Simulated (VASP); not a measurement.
# Sc: how cutoff and mesh change the relaxed cell, part 2 of 2

Aim: test the relaxed volume of Sc against cutoff and mesh. The starting structure is a measured crystal structure from the Crystallography Open Database.

VASP 6.6.1.

Results so far: reference 23.59 Å³ an atom; a cutoff of 220 eV 22.58 Å³ an atom; a 5×5×3 mesh 23.72 Å³ an atom.

### 5. Relaxation with a cutoff of 380 eV

Level of this step: PBEsol; plane waves and PAW (Sc_sv) (VASP).

Against step 2 the input has ENCUT = 380. This run starts from the cell of an earlier relaxation, which isn't shown; the restart sets up the plane waves anew.

Input file INCAR:

```
SYSTEM = Sc
PREC = Accurate
ENCUT = 380
EDIFF = 1E-06
NELM = 100
ISMEAR = 1
SIGMA = 0.1
LREAL = .FALSE.
ALGO = Normal
GGA = PS
NBANDS = 17
LORBIT = 11
LWAVE = .FALSE.
LCHARG = .FALSE.
KPAR = 2
IBRION = 2
NSW = 50
ISIF = 3
EDIFFG = -0.01
```

Input file POSCAR:

```
Sc
1.0
    3.2799158526      0.0000000000      0.0000000000
   -1.6399579263      2.8404904506      0.0000000000
    0.0000000000      0.0000000000      5.0603371869
Sc
2
Direct
    0.6666666667      0.3333333333      0.7500000000
    0.3333333333      0.6666666667      0.2500000000
```

Input file KPOINTS:

```
Automatic mesh
0
Gamma
10 10 6
0 0 0
```

PAW data sets: Sc_sv (PBE family, release 64).

Run with:

```
> mpirun -np 2 vasp_std
```

What it wrote:

```text
[... set-up lines as in an earlier step ...]
 entering main loop
       N       E                     dE             d eps       ncg     rms          rms(c)
DAV:   1     0.303564090973E+03    0.30356E+03   -0.96756E+03  1928   0.109E+03
DAV:   2     0.358361721152E+00   -0.30321E+03   -0.29816E+03  2424   0.564E+02
DAV:   3    -0.143989000269E+02   -0.14757E+02   -0.14260E+02  3096   0.141E+02
DAV:   4    -0.146812943706E+02   -0.28239E+00   -0.26098E+00  2781   0.172E+01
[...]
DAV:  11    -0.132106061449E+02    0.29236E-05   -0.21538E-06  2009   0.166E-02    0.210E-03
DAV:  12    -0.132106075518E+02   -0.14068E-05   -0.42616E-07  1659   0.105E-02    0.814E-04
DAV:  13    -0.132106075442E+02    0.75584E-08   -0.85348E-08  1412   0.509E-03
   1 F= -.13210608E+02 E0= -.13210870E+02  d E =-.132106E+02
[...]
N       E                     dE             d eps       ncg     rms          rms(c)
DAV:   1    -0.132114455729E+02   -0.83802E-03   -0.24515E-02  2463   0.222E+00    0.198E-01
DAV:   2    -0.132106962094E+02    0.74936E-03   -0.21390E-03  2565   0.575E-01    0.596E-02
DAV:   3    -0.132106269620E+02    0.69247E-04   -0.33618E-04  2774   0.216E-01    0.251E-02
DAV:   4    -0.132106260164E+02    0.94562E-06   -0.16547E-05  3003   0.480E-02    0.481E-03
DAV:   5    -0.132106255422E+02    0.47414E-06   -0.28954E-06  2051   0.211E-02
   2 F= -.13210626E+02 E0= -.13210900E+02  d E =-.179980E-04
 trial-energy change:   -0.000018  1 .order   -0.000020   -0.000056    0.000015
 step:   0.7852(harm=  0.7852)  dis= 0.00000  next Energy=   -13.210630 (dE=-0.220E-04)
 reached required accuracy - stopping structural energy minimisation
```

Wall time 17 s (2 MPI ranks of Intel Xeon 6975P-C (Granite Rapids), shared host); peak memory 0.3 GiB.

From OUTCAR (step 5):

```text
  Total        0.0088435      0.0088435      0.0065006      0.0000000     -0.0000000      0.0000000
  in kB        0.3011281      0.3011281      0.2213522      0.0000000     -0.0000000      0.0000000
  external PRESSURE =       0.2745362 kB  Pullay stress =       0.0000000 kB

 POSITION                                       TOTAL-FORCE (eV/Angst)
 -----------------------------------------------------------------------------------
      1.63906      0.94631      3.79197        -0.000000      0.000000      0.000000
     -0.00000      1.89262      1.26399         0.000000     -0.000000     -0.000000
 -----------------------------------------------------------------------------------
    total drift:                               -0.000000      0.000000     -0.000000

  FREE ENERGIE OF THE ION-ELECTRON SYSTEM (eV)
  ---------------------------------------------------
  free  energy   TOTEN  =       -13.2106255422 eV

  energy  without entropy=      -13.2114501158  energy(sigma->0) =      -13.21090040

[... 2 parts as in an earlier step ...]

[... 2 further parts left out ...]
[key lines of the parts left out:]
E-fermi :   3.8366
```

With a cutoff of 380 eV the cell ends at 23.526 Å³ an atom, -0.29 % from the reference.

### 6. Relaxation with a 14×14×8 mesh

Against step 2 the input has a 14×14×8 mesh. This run starts from the cell of an earlier relaxation, which isn't shown; the restart sets up the plane waves anew.

Edit INCAR of step 5 so:

```diff
@@ -2,3 +2,3 @@
 PREC = Accurate
-ENCUT = 380
+ENCUT = 450
 EDIFF = 1E-06
```

Input file POSCAR:

```
Sc
1.0
    3.2765011499      0.0000000000      0.0000000000
   -1.6382505749      2.8375332313      0.0000000000
    0.0000000000      0.0000000000      5.0764308393
Sc
2
Direct
    0.6666666667      0.3333333333      0.7500000000
    0.3333333333      0.6666666667      0.2500000000
```

Input file KPOINTS:

```
Automatic mesh
0
Gamma
14 14 8
0 0 0
```

Run with:

```
> mpirun -np 2 vasp_std
```

What it wrote:

```text
[... set-up lines as in an earlier step ...]
 entering main loop
       N       E                     dE             d eps       ncg     rms          rms(c)
DAV:   1     0.339964266831E+03    0.33996E+03   -0.10454E+04  4112   0.125E+03
DAV:   2     0.339664386059E+01   -0.33657E+03   -0.33063E+03  5144   0.567E+02
DAV:   3    -0.143413197193E+02   -0.17738E+02   -0.17111E+02  6723   0.152E+02
DAV:   4    -0.146899087675E+02   -0.34859E+00   -0.34652E+00  5963   0.179E+01
[...]
DAV:  11    -0.132104076034E+02    0.31324E-05   -0.28675E-06  4597   0.187E-02    0.237E-03
DAV:  12    -0.132104092337E+02   -0.16303E-05   -0.51627E-07  3644   0.111E-02    0.874E-04
DAV:  13    -0.132104091440E+02    0.89698E-07   -0.10419E-07  3184   0.558E-03
   1 F= -.13210409E+02 E0= -.13210965E+02  d E =-.132104E+02
[...]
reached required accuracy - stopping structural energy minimisation
```

It took 27 s on 2 MPI ranks; peak memory 0.37 GiB.

Parts of OUTCAR (step 6):

```text
  Total        0.0082321      0.0082321      0.0048647      0.0000000      0.0000000      0.0000000
  in kB        0.2794530      0.2794530      0.1651401      0.0000000      0.0000000      0.0000000
  external PRESSURE =       0.2413487 kB  Pullay stress =       0.0000000 kB

 POSITION                                       TOTAL-FORCE (eV/Angst)
 -----------------------------------------------------------------------------------
      1.63825      0.94584      3.80732         0.000000      0.000000      0.000000
     -0.00000      1.89169      1.26911        -0.000000      0.000000      0.000000
 -----------------------------------------------------------------------------------
    total drift:                               -0.000000      0.000000     -0.000000

  FREE ENERGIE OF THE ION-ELECTRON SYSTEM (eV)
  ---------------------------------------------------
  free  energy   TOTEN  =       -13.2104091440 eV

  energy  without entropy=      -13.2120760154  energy(sigma->0) =      -13.21096477

[... 1 part as in an earlier step ...]

[... 3 further parts left out ...]
[key lines of the parts left out:]
E-fermi :   3.8329
```

With a 14×14×8 mesh the cell ends at 23.598 Å³ an atom, +0.02 % from the reference, a by -0.1 % and c by +0.3 %.

### 7. All runs side by side

```
               run  volume (Å³/atom)  change (%)  pressure left (GPa)  core minutes
         reference            23.594           -                -0.03          2.25
a cutoff of 220 eV            22.585       -4.28                 0.04          1.11
      a 5×5×3 mesh            23.722        0.55                -0.01         0.853
a cutoff of 380 eV            23.526       -0.29                 0.03          2.19
    a 14×14×8 mesh            23.598        0.02                 0.02          3.63
```

Core minutes are wall time times ranks, summed over the relaxations behind a row (those for a bulk modulus apart), on shared hosts.

### 8. Summary of results

```yaml
volume_of_the_reference: 23.59 Å³/atom
volume_against_the_reference_a_cutoff_of_220_ev: -4.28 %
volume_against_the_reference_a_5x5x3_mesh: +0.55 %
volume_against_the_reference_a_cutoff_of_380_ev: -0.29 %
volume_against_the_reference_a_14x14x8_mesh: +0.02 %
```

**Reading.** The volume moves most with a cutoff of 220 eV: -4.28 % against the reference (450 eV, 10×10×6 mesh). On finer settings it changes by +0.02 % with a 14×14×8 mesh. The relaxations stop with up to 0.04 GPa left, which at a bulk modulus of 50 GPa, to name a scale, is 0.08 % of the volume, and more along a soft axis. That understates it: a restart alone still moved the volume by up to 2.0 %. A cell that shrinks at the lower cutoff is the usual mark of Pulay stress, the error that a plane-wave basis makes when it is kept while the volume changes. Further runs on this material are not shown.

[Lines on the potential files, build, host, timing and source positions are cut from VASP's logs without a mark.]

[Logs are printed without paths, hosts, clocks, repeated set-up lines and the standing remarks that a program may print on its own settings, such as how far it seeks lower states.]

[Hosts, paths, dates, database ids (printed as entryN), source tags and the programs' standing remarks are cut or masked in the printed files.]
